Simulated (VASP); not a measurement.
Given:

```yaml
crystal:
  lattice:
    - [4.10355, 0.00000, 0.00000]
    - [-2.05178, 3.55378, 0.00000]
    - [0.00000, 0.00000, 5.02551]
  atoms:
    - { symbol: Ba, position: [0.00000, 0.00000, 0.00000] }
    - { symbol: Si, position: [0.33333, 0.66667, 0.50000] }
    - { symbol: Si, position: [0.66667, 0.33333, 0.50000] }
```

The numbers are results of PBEsol GGA, VASP's PBE PAW potentials (set 64) (plane waves; VASP 6.6.1), not measurements. Settings: 400 eV cut-off, 10×10×7 Γ-centred mesh, tetrahedra with Blöchl corrections, potentials Ba_sv Si.

Unless said otherwise, spin-orbit coupling is left out, though it shifts the bands of the heavy elements here.

Problem. Estimate the energy per atom (σ→0), band gap (on the k-mesh) with the smallest direct gap where there is one.

Solution. 
```
Item                                                         Value
------------------------  ----------------------------------------
band gap (on the k-mesh)  none (metal, semimetal or under 0.01 eV)
energy per atom (σ→0)                               -4.940 eV/atom
```

The absolute energy has meaning only against runs of the same code, potentials and settings.

The structure was generated: BaSi2 was put into the AlB2 type (P6/mmm), which need not be its known phase. It was relaxed first, which changed the volume by +15 %.
